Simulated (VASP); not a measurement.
OSZICAR of a VASP run on GaN (relaxed from the zinc blende structure, space group F-43m):

### OSZICAR
```
       N       E                     dE             d eps       ncg     rms          rms(c)
DAV:   1     0.895719308909E+02    0.89572E+02   -0.10881E+04  1608   0.291E+03
DAV:   2    -0.769955009023E+01   -0.97271E+02   -0.92005E+02  1626   0.386E+02
DAV:   3    -0.148597716983E+02   -0.71602E+01   -0.71147E+01  1641   0.946E+01
DAV:   4    -0.149688668770E+02   -0.10910E+00   -0.10902E+00  1695   0.125E+01
DAV:   5    -0.149705093189E+02   -0.16424E-02   -0.16424E-02  1629   0.143E+00    0.774E+00
DAV:   6    -0.129382288611E+02    0.20323E+01   -0.51413E+00  2249   0.551E+01    0.269E+00
DAV:   7    -0.129271063019E+02    0.11123E-01   -0.41701E-01  1461   0.728E+00    0.176E+00
DAV:   8    -0.129068284592E+02    0.20278E-01   -0.46642E-02  1887   0.405E+00    0.495E-01
DAV:   9    -0.129038665071E+02    0.29620E-02   -0.13809E-02  2193   0.339E+00    0.122E-01
DAV:  10    -0.129039153008E+02   -0.48794E-04   -0.99704E-04  1728   0.537E-01    0.263E-02
DAV:  11    -0.129039156461E+02   -0.34527E-06   -0.79652E-05  2083   0.133E-01    0.162E-02
DAV:  12    -0.129039164010E+02   -0.75488E-06   -0.51724E-06  1616   0.300E-02
   1 F= -.72553541E+01 E0= -.72553541E+01  d E =-.725535E+01
       N       E                     dE             d eps       ncg     rms          rms(c)
DAV:   1    -0.151846823045E+02   -0.22808E+01   -0.34570E+01  1736   0.171E+02    0.114E+01
DAV:   2    -0.125903146179E+02    0.25944E+01   -0.48668E+00  1821   0.113E+02    0.465E+00
DAV:   3    -0.120671459381E+02    0.52317E+00   -0.40983E-01  1955   0.196E+01    0.152E+00
DAV:   4    -0.119971529031E+02    0.69993E-01   -0.56740E-02  1819   0.474E+00    0.679E-01
DAV:   5    -0.119771713219E+02    0.19982E-01   -0.10459E-02  1931   0.221E+00    0.825E-02
DAV:   6    -0.119772573885E+02   -0.86067E-04   -0.19766E-03  1660   0.753E-01    0.240E-02
DAV:   7    -0.119772548367E+02    0.25517E-05   -0.37102E-05  2092   0.143E-01    0.112E-02
DAV:   8    -0.119772555445E+02   -0.70782E-06   -0.51556E-06  1942   0.950E-02
   2 F= -.70782049E+01 E0= -.70782049E+01  d E =0.177149E+00
       N       E                     dE             d eps       ncg     rms          rms(c)
DAV:   1    -0.140880661152E+02   -0.21108E+01   -0.19141E+01  1656   0.153E+02    0.702E+00
DAV:   2    -0.130391551502E+02    0.10489E+01   -0.15516E+00  1741   0.447E+01    0.335E+00
DAV:   3    -0.127338424026E+02    0.30531E+00   -0.40004E-01  1696   0.274E+01    0.593E-01
DAV:   4    -0.127065443602E+02    0.27298E-01   -0.86095E-02  1765   0.644E+00    0.249E-01
DAV:   5    -0.127058443764E+02    0.69998E-03   -0.66807E-03  1834   0.262E+00    0.930E-02
DAV:   6    -0.127058849232E+02   -0.40547E-04   -0.52428E-04  1821   0.505E-01    0.296E-02
DAV:   7    -0.127058779298E+02    0.69934E-05   -0.33866E-05  1975   0.217E-01    0.126E-02
DAV:   8    -0.127058779209E+02    0.88567E-08   -0.39171E-06  1576   0.265E-02
   3 F= -.72988413E+01 E0= -.72988413E+01  d E =-.434872E-01
       N       E                     dE             d eps       ncg     rms          rms(c)
DAV:   1    -0.126988034110E+02    0.70745E-02   -0.34813E-03  1686   0.186E+00    0.103E-01
DAV:   2    -0.126985854834E+02    0.21793E-03   -0.34491E-04  1751   0.726E-01    0.464E-02
DAV:   3    -0.126985295982E+02    0.55885E-04   -0.57975E-05  1756   0.322E-01    0.103E-02
DAV:   4    -0.126985235853E+02    0.60128E-05   -0.11216E-05  1855   0.527E-02    0.113E-03
DAV:   5    -0.126985235501E+02    0.35194E-07   -0.22482E-07   743   0.855E-03
   4 F= -.72988797E+01 E0= -.72988797E+01  d E =-.435257E-01
```

### Question
Which electronic solver shows in the log?

### Answer
It is blocked Davidson (ALGO = Normal, or the opening steps of other solvers). The INCAR had ALGO = Normal.

### Question
Can the final energy be trusted as converged?

### Answer
Self-consistency was reached. It stopped with EDIFF = 1E-6, NELM = 100, NSW = 40 and EDIFFG = -0.02 after 4 ionic steps (PBEsol GGA, plane waves, VASP's PBE PAW potentials (set 64)). Energy and stress use the plane-wave basis of the starting cell.

The structure was generated: GaN was put into the zinc blende type (F-43m), which need not be its known phase. This run relaxes it under an external pressure of 45 GPa. Symmetry was kept, so distortions that lower it aren't found.
